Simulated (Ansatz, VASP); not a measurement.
## SnO (Romarchite) in two plane-wave programs

Aim: how closely do two programs agree when they are given the same cell, functional and k mesh? The cell is taken from a series of runs on this material, whose earlier steps may have relaxed, scaled, displaced or heated it; both programs get it as it stands.

Method: plane waves, with VASP 6.6.1 beside it; zone-centre phonons at PBE with D3(BJ), in Ansatz 0.2.0.

### Step 1. Starting point

The structure is tetragonal, space group P4/nmm (No. 129). The conventional cell has a = 3.813 Å, b = 3.813 Å, c = 4.626 Å, α = 90.00°, β = 90.00°, γ = 90.00°. Nearest to O lie 4 Sn at 2.23 Å. Nearest to Sn lie 4 O at 2.23 Å. Farther neighbours and most contacts between anions are not listed.

As a file:

```
O Sn
1.0
     3.81339    0.00000    0.00000
     0.00000    3.81339    0.00000
     0.00000    0.00000    4.62555
O Sn
2 2
Direct
  0.00000 0.00000 0.00000
  0.50000 0.50000 0.00000
  0.50000 0.00000 0.25048
  0.00000 0.50000 0.74952
```

### Step 2. VASP: zone-centre phonons, PBE with D3(BJ)

Second derivatives magnify differences that forces hide, and they need a tight electronic threshold.

Lines of VASP's logs that name or quote its potential files are left out, and so is its time.

The input, INCAR:

```
SYSTEM = SnO
PREC = Accurate
ENCUT = 600
EDIFF = 1E-08
NELM = 120
ISMEAR = 1
SIGMA = 0.2
LREAL = .FALSE.
ALGO = Normal
GGA = PE
IVDW = 12
NBANDS = 26
LORBIT = 11
LWAVE = .FALSE.
LCHARG = .FALSE.
ISIF = 2
IBRION = 6
NFREE = 2
POTIM = 0.015
NSW = 1
LASPH = .TRUE.
GGA_COMPAT = .FALSE.
KPAR = 2
```

The input, POSCAR:

```
SnO
1.0
    3.8133884300      0.0000000000      0.0000000000
    0.0000000000      3.8133884300      0.0000000000
    0.0000000000      0.0000000000      4.6255522727
O Sn
2 2
Direct
    0.0000000000      0.0000000000      0.0000000000
    0.5000000000      0.5000000000      0.0000000000
    0.5000000000      0.0000000000      0.2504769841
    0.0000000000      0.5000000000      0.7495230159
```

The input, KPOINTS:

```
Automatic mesh
0
Gamma
12 12 10
0 0 0
```

Potentials, in the order of the species: O and Sn_d (PBE family, release 64).

Started as:

```sh
mpirun -np 2 vasp_std
```

Numbers of over 12 decimals in the logs are rounded to 6 here.

The log of the run:

```text
[banner, memory and clock lines left out]
running    2 mpi-ranks, on    1 nodes
 distrk:  each k-point on    1 cores,    2 groups
 distr:  one band on    1 cores,    1 groups

 POSCAR found type information on POSCAR O Sn
 POSCAR found :  2 types and       4 ions
 LDA part: xc-table for (Slater+PW92), standard interpolation
 POSCAR, INCAR and KPOINTS ok, starting setup
 FFT: planning ... GRIDC
 FFT: planning ... GRID_SOFT
 FFT: planning ... GRID
 WAVECAR not read
 entering main loop
       N       E                     dE             d eps       ncg     rms          rms(c)
DAV:   1     0.426110440404E+03    0.42611E+03   -0.22102E+04  8880   0.262E+03
DAV:   2     0.378570067219E+02   -0.38825E+03   -0.37770E+03  9104   0.577E+02
DAV:   3    -0.233029365583E+02   -0.61160E+02   -0.60078E+02 10152   0.195E+02
DAV:   4    -0.262183536104E+02   -0.29154E+01   -0.29019E+01 10376   0.443E+01
DAV:   5    -0.262819763118E+02   -0.63623E-01   -0.63538E-01 10394   0.712E+00    0.116E+01
DAV:   6    -0.226621901724E+02    0.36198E+01   -0.18353E+01 14396   0.484E+01    0.491E+00
DAV:   7    -0.226574627319E+02    0.47274E-02   -0.21104E+00 10238   0.926E+00    0.249E+00
DAV:   8    -0.226485678519E+02    0.88949E-02   -0.34607E-01 12248   0.420E+00    0.848E-01
DAV:   9    -0.226377535304E+02    0.10814E-01   -0.69950E-02 14238   0.277E+00    0.243E-01
DAV:  10    -0.226391609461E+02   -0.14074E-02   -0.10562E-02 13086   0.973E-01    0.169E-01
DAV:  11    -0.226385965282E+02    0.56442E-03   -0.29927E-03 13426   0.531E-01    0.221E-02
DAV:  12    -0.226386454121E+02   -0.48884E-04   -0.42043E-04  9170   0.121E-01    0.374E-02
DAV:  13    -0.226386359267E+02    0.94854E-05   -0.42913E-05 13030   0.681E-02    0.635E-03
DAV:  14    -0.226386353959E+02    0.53077E-06   -0.63287E-06 11164   0.156E-02    0.425E-03
DAV:  15    -0.226386354570E+02   -0.61096E-07   -0.34269E-07 11394   0.480E-03    0.296E-03
DAV:  16    -0.226386356149E+02   -0.15785E-06   -0.91265E-08 10652   0.256E-03    0.104E-03
DAV:  17    -0.226386356906E+02   -0.75780E-07   -0.23324E-08  8208   0.107E-03    0.740E-05
DAV:  18    -0.226386356835E+02    0.71432E-08   -0.11800E-09  4690   0.325E-04
   1 F= -.23618008E+02 E0= -.23618101E+02  d E =0.280026E-03
[... from here on, the cycles between the ionic steps are left out ...]
   2 F= -.23617075E+02 E0= -.23617168E+02  d E =0.278766E-03
   3 F= -.23617075E+02 E0= -.23617168E+02  d E =0.278766E-03
   4 F= -.23617221E+02 E0= -.23617314E+02  d E =0.279198E-03
   5 F= -.23617221E+02 E0= -.23617314E+02  d E =0.279166E-03
   6 F= -.23617440E+02 E0= -.23617533E+02  d E =0.278401E-03
   7 F= -.23617440E+02 E0= -.23617533E+02  d E =0.278405E-03
   8 F= -.23617886E+02 E0= -.23617895E+02  d E =0.247849E-04
 Finite differences progress:
  Degree of freedom:   4/  4
  Displacement:        1/  2
  Total:               7/  8
 bond charge predicted
       N       E                     dE             d eps       ncg     rms          rms(c)
DAV:   1    -0.226242858430E+02    0.14030E-01   -0.43819E+00  9978   0.117E+01    0.416E-01
DAV:   2    -0.226362139497E+02   -0.11928E-01   -0.12442E-01 12966   0.258E+00    0.135E-01
DAV:   3    -0.226360690192E+02    0.14493E-03   -0.11206E-03 13404   0.881E-01    0.990E-02
DAV:   4    -0.226360298704E+02    0.39149E-04   -0.37380E-04 14642   0.608E-01    0.338E-02
DAV:   5    -0.226360534113E+02   -0.23541E-04   -0.21930E-04  9492   0.140E-01    0.728E-03
DAV:   6    -0.226360533703E+02    0.40945E-07   -0.65151E-06 13026   0.330E-02    0.533E-03
DAV:   7    -0.226360531773E+02    0.19299E-06   -0.13874E-06 11004   0.166E-02    0.130E-03
DAV:   8    -0.226360532649E+02   -0.87599E-07   -0.17670E-07 12364   0.648E-03    0.634E-04
DAV:   9    -0.226360533277E+02   -0.62759E-07   -0.18871E-08  6840   0.358E-03    0.186E-04
DAV:  10    -0.226360533395E+02   -0.11837E-07   -0.15338E-08  5220   0.249E-03    0.910E-05
DAV:  11    -0.226360533346E+02    0.49458E-08   -0.29070E-09  4574   0.671E-04
   9 F= -.23615223E+02 E0= -.23615388E+02  d E =0.496260E-03
 Finite differences progress:
  Degree of freedom:   4/  4
  Displacement:        2/  2
  Total:               8/  8
```

From OUTCAR (step 2):

```text
ion  position               nearest neighbor table
   1  0.000  0.000  0.000-   3 2.23   4 2.23   4 2.23   3 2.23
   2  0.500  0.500  0.000-   3 2.23   4 2.23   3 2.23   4 2.23
   3  0.500  0.000  0.250-   1 2.23   2 2.23   2 2.23   1 2.23   4 3.55   4 3.55   4 3.55   4 3.55
                             4 3.56   4 3.56   4 3.56   4 3.56
   4  0.000  0.500  0.750-   1 2.23   2 2.23   1 2.23   2 2.23   3 3.55   3 3.55   3 3.55   3 3.55
                             3 3.56   3 3.56   3 3.56   3 3.56

  LATTYP: Found a simple tetragonal cell.
 ALAT       =     3.8133884300
 C/A-ratio  =     1.2129769515

 Subroutine GETGRP returns: Found 16 space group operations
 (whereof  8 operations were pure point group operations)

The static configuration has the point symmetry D_2d.
 The point group associated with its full space group is D_4h.

 Found    168 irreducible k-points:

   k-points           NKPTS =    168   k-points in BZ     NKDIM =    168   number of bands    NBANDS=     26

   dimension x,y,z NGX =    30 NGY =   30 NGZ =   40
   dimension x,y,z NGXF=    60 NGYF=   60 NGZF=   80

   ENCUT  =  600.0 eV  44.10 Ry    6.64 a.u.   7.62  7.62  9.24*2*pi/ulx,y,z

   NELECT =      40.0000    total number of electrons

 k-points in reciprocal lattice and weights: Automatic mesh
   0.00000000  0.00000000  0.00000000       0.001
   0.08333333  0.00000000  0.00000000       0.003
   0.16666667  0.00000000  0.00000000       0.003
   0.25000000  0.00000000  0.00000000       0.003
   0.33333333  0.00000000  0.00000000       0.003
   0.41666667  0.00000000  0.00000000       0.003
   0.50000000  0.00000000  0.00000000       0.001
   0.08333333  0.08333333  0.00000000       0.003
   0.16666667  0.08333333  0.00000000       0.006
[...]
25      13.5180      0.00000
    ...

 k-point     3 :       0.1667    0.0000    0.0000
  band No.  band energies     occupation
    ...
     16       1.5136      2.00000
     17       3.7697      2.00000
     18       4.1899      2.00000
     19       4.2184      2.00000
     20       7.5284      1.88127
     21      10.6557     -0.00000
     22      10.6722     -0.00000
     23      12.2183      0.00000
     24      13.1210      0.00000
     25      13.1670      0.00000
    ...

 k-point     4 :       0.2500    0.0000    0.0000
  band No.  band energies     occupation
    ...
     16       1.7283      2.00000
     17       3.4921      2.00000
     18       3.9092      2.00000
     19       4.0504      2.00000
     20       7.0912      2.00046
     21      10.3814     -0.00000
     22      11.2476     -0.00000
     23      12.4366      0.00000
     24      12.8644      0.00000
     25      13.4852      0.00000
    ...

 k-point     5 :       0.3333    0.0000    0.0000
  band No.  band energies     occupation
    ...
     16       2.0122      2.00000
     17       3.2673      2.00000
     18       3.5562      2.00000
     19       4.0041      2.00000
     20       6.3497      2.00000
     21      10.5054     -0.00000
     22      11.4866     -0.00000
     23      12.7264      0.00000
     24      13.0240      0.00000
     25      13.8458      0.00000
    ...

 Edisp (eV)   -0.97917

  Total       0.92784     0.92784     1.01439     0.00000     0.00000     0.00000
  in kB      22.10019    22.10019    24.16175     0.00000     0.00000     0.00000
  external pressure =       22.79 kB  Pullay stress =        0.00 kB

  energy-cutoff  :      600.00
  volume of cell :       67.26
      direct lattice vectors                 reciprocal lattice vectors
     3.813388430  0.000000000  0.000000000     0.262233973  0.000000000  0.000000000
     0.000000000  3.813388430  0.000000000     0.000000000  0.262233973  0.000000000
     0.000000000  0.000000000  4.625552273     0.000000000  0.000000000  0.216190401

 POSITION                                       TOTAL-FORCE (eV/Angst)
 -----------------------------------------------------------------------------------
      0.00000      0.00000      0.00000         0.000000      0.000000     -0.051327
      1.90669      1.90669      0.00000         0.000000      0.000000     -0.051327
      1.90669      0.00000      1.14359         0.000000      0.000000      0.283295
      0.00000      1.90669      3.46696         0.000000      0.000000     -0.180641
 -----------------------------------------------------------------------------------
    total drift:                               -0.000000      0.000000     -0.000313

  FREE ENERGIE OF THE ION-ELECTRON SYSTEM (eV)
  ---------------------------------------------------
  free  energy   TOTEN  =       -23.6152227598 eV

  energy  without entropy=      -23.6157190197  energy(sigma->0) =      -23.61538818

 Eigenvectors and eigenvalues of the dynamical matrix
 ----------------------------------------------------

   1 f  =   13.988930 THz    87.895038 2PiTHz  466.620473 cm-1    57.853539 meV
             X         Y         Z           dx          dy          dz
      0.000000  0.000000  0.000000     0.697575    0.106392   -0.000000
      1.906694  1.906694  0.000000    -0.697575   -0.106392    0.000000
      1.906694  0.000000  1.158594    -0.044978    0.006860    0.000000
      0.000000  1.906694  3.466958     0.044978   -0.006860    0.000000

   2 f  =   13.988930 THz    87.895038 2PiTHz  466.620473 cm-1    57.853539 meV
             X         Y         Z           dx          dy          dz
      0.000000  0.000000  0.000000    -0.106392    0.697575   -0.000000
      1.906694  1.906694  0.000000     0.106392   -0.697575    0.000000
      1.906694  0.000000  1.158594     0.006860    0.044978   -0.000000
      0.000000  1.906694  3.466958    -0.006860   -0.044978   -0.000000

   3 f  =   10.809444 THz    67.917742 2PiTHz  360.564253 cm-1    44.704250 meV
             X         Y         Z           dx          dy          dz
      0.000000  0.000000  0.000000     0.000000    0.000000    0.663856
      1.906694  1.906694  0.000000     0.000000    0.000000    0.663856
      1.906694  0.000000  1.158594    -0.000000   -0.000000   -0.243507
      0.000000  1.906694  3.466958    -0.000000   -0.000000   -0.243507

   4 f  =   10.526105 THz    66.137467 2PiTHz  351.113063 cm-1    43.532452 meV
             X         Y         Z           dx          dy          dz
      0.000000  0.000000  0.000000     0.000000   -0.000000    0.707107
      1.906694  1.906694  0.000000     0.000000   -0.000000   -0.707107
      1.906694  0.000000  1.158594    -0.000000   -0.000000   -0.000000
      0.000000  1.906694  3.466958    -0.000000    0.000000    0.000000

   5 f  =    8.117680 THz    51.004891 2PiTHz  270.776675 cm-1    33.572014 meV
             X         Y         Z           dx          dy          dz
      0.000000  0.000000  0.000000    -0.258700   -0.611243    0.000000
      1.906694  1.906694  0.000000    -0.258700   -0.611243    0.000000
      1.906694  0.000000  1.158594     0.095038    0.224552    0.000000
      0.000000  1.906694  3.466958     0.095038    0.224552   -0.000000

   6 f  =    8.117680 THz    51.004891 2PiTHz  270.776675 cm-1    33.572014 meV
             X         Y         Z           dx          dy          dz
      0.000000  0.000000  0.000000     0.611243   -0.258700   -0.000000
      1.906694  1.906694  0.000000     0.611243   -0.258700    0.000000
      1.906694  0.000000  1.158594    -0.224552    0.095038   -0.000000
      0.000000  1.906694  3.466958    -0.224552    0.095038   -0.000000

   7 f  =    6.221443 THz    39.090482 2PiTHz  207.525013 cm-1    25.729811 meV
             X         Y         Z           dx          dy          dz
      0.000000  0.000000  0.000000    -0.000000   -0.000000   -0.000000
      1.906694  1.906694  0.000000    -0.000000   -0.000000   -0.000000
      1.906694  0.000000  1.158594     0.000000    0.000000   -0.707107
      0.000000  1.906694  3.466958    -0.000000   -0.000000    0.707107

   8 f  =    3.481222 THz    21.873161 2PiTHz  116.121056 cm-1    14.397169 meV
             X         Y         Z           dx          dy          dz
      0.000000  0.000000  0.000000    -0.005970   -0.045105   -0.000000
      1.906694  1.906694  0.000000     0.005970    0.045105    0.000000
      1.906694  0.000000  1.158594    -0.092582    0.699542    0.000000
      0.000000  1.906694  3.466958     0.092582   -0.699542   -0.000000

   9 f  =    3.481222 THz    21.873161 2PiTHz  116.121056 cm-1    14.397169 meV
             X         Y         Z           dx          dy          dz
      0.000000  0.000000  0.000000    -0.045105    0.005970   -0.000000
      1.906694  1.906694  0.000000     0.045105   -0.005970    0.000000
      1.906694  0.000000  1.158594    -0.699542   -0.092582    0.000000
      0.000000  1.906694  3.466958     0.699542    0.092582    0.000000

  10 f/i=    0.001730 THz     0.010867 2PiTHz    0.057693 cm-1     0.007153 meV
             X         Y         Z           dx          dy          dz
      0.000000  0.000000  0.000000     0.124631    0.209578    0.000000
      1.906694  1.906694  0.000000     0.124631    0.209578    0.000000
      1.906694  0.000000  1.158594     0.339253    0.570484    0.000000
      0.000000  1.906694  3.466958     0.339253    0.570484    0.000000

  11 f/i=    0.001730 THz     0.010867 2PiTHz    0.057693 cm-1     0.007153 meV
             X         Y         Z           dx          dy          dz
      0.000000  0.000000  0.000000    -0.209578    0.124631   -0.000000
      1.906694  1.906694  0.000000    -0.209578    0.124631   -0.000000
      1.906694  0.000000  1.158594    -0.570484    0.339253   -0.000000
      0.000000  1.906694  3.466958    -0.570484    0.339253   -0.000000

  12 f/i=    0.003055 THz     0.019197 2PiTHz    0.101914 cm-1     0.012636 meV
             X         Y         Z           dx          dy          dz
      0.000000  0.000000  0.000000    -0.000000   -0.000000    0.243507
      1.906694  1.906694  0.000000    -0.000000   -0.000000    0.243507
      1.906694  0.000000  1.158594    -0.000000   -0.000000    0.663856
      0.000000  1.906694  3.466958    -0.000000   -0.000000    0.663856

 ELASTIC MODULI CONTR FROM IONIC RELAXATION (kBar)
 Direction    XX          YY          ZZ          XY          YZ          ZX
 --------------------------------------------------------------------------------
 XX        -641.5423    -38.9355   -499.9679      0.0000      0.0000      0.0000
 YY         -38.9355   -641.5423   -499.9679      0.0000     -0.0000     -0.0000
 ZZ        -499.9679   -499.9679   -734.6835      0.0000      0.0000      0.0000
 XY           0.0000      0.0000      0.0000      0.0000      0.0000      0.0000
 YZ           0.0000     -0.0000      0.0000      0.0000   -239.1756     -0.0000
 ZX           0.0000     -0.0000      0.0000      0.0000     -0.0000   -239.1726
 --------------------------------------------------------------------------------

 total charge
# of ion       s       p       d       tot
------------------------------------------
    1        1.574   3.439   0.000   5.013
    2        1.574   3.439   0.000   5.013
    3        1.249   0.804  10.081  12.133
    4        1.249   0.804  10.081  12.133
--------------------------------------------------
tot          5.644   8.487  20.161  34.292

[... 1 further part left out ...]
```

CONTCAR:

```
SnO
   1.00000000000000
     3.8133884299999998    0.0000000000000000    0.0000000000000000
     0.0000000000000000    3.8133884299999998    0.0000000000000000
     0.0000000000000000    0.0000000000000000    4.6255522727000002
  O               Sn
     2     2
Direct
     0.0000000000000000    0.0000000000000000    0.0000000000000000
     0.5000000000000000    0.5000000000000000    0.0000000000000000
     0.5000000000000000    0.0000000000000000    0.2472341280872069
     0.0000000000000000    0.5000000000000000    0.7495230159000030
```

Levels, forces or a CONTCAR printed for this step are those of its last displaced cell, not of the structure at rest.

[end of part 1 of 2]

[Lines on the potential files, build, host, timing and source positions are cut from VASP's logs without a mark.]

[Logs are printed without paths, hosts, clocks, repeated set-up lines and the standing remarks that a program may print on its own settings, such as how far it seeks lower states.]

[Hosts, paths, dates, database ids (printed as entryN), source tags and the programs' standing remarks are cut or masked in the printed files.]
